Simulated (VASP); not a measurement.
Data:

```
CELL_PARAMETERS angstrom
      3.95433     0.00000     0.00000
     -1.97716     3.42455     0.00000
      0.00000     0.00000     3.53206
ATOMIC_POSITIONS crystal
  In 0.00000 0.00000 0.00000
  As 0.66667 0.33333 0.50000
```

Calculation: r2SCAN meta-GGA, VASP's PBE PAW potentials (set 64) (plane waves; VASP). Settings: 400 eV cut-off, 12×12×12 Γ-centred mesh, tetrahedra with Blöchl corrections, potentials In_d As.

**Question.** The job: InAs (relaxed from the WC structure, space group P-6m2), 2 atoms, r2SCAN, static run, 400 eV, 12×12×12 Γ-centred mesh. Roughly how much core time does it take on a busy server core?

**Answer.** About 9 core-minutes (one run on a shared machine, a rough figure). It had 133 irreducible k-points, 13 bands, up to 887 plane waves and 27 electronic steps.

The structure was generated: InAs was put into the WC type (P-6m2), which need not be its known phase. It was relaxed first, which changed the volume by +13 %.
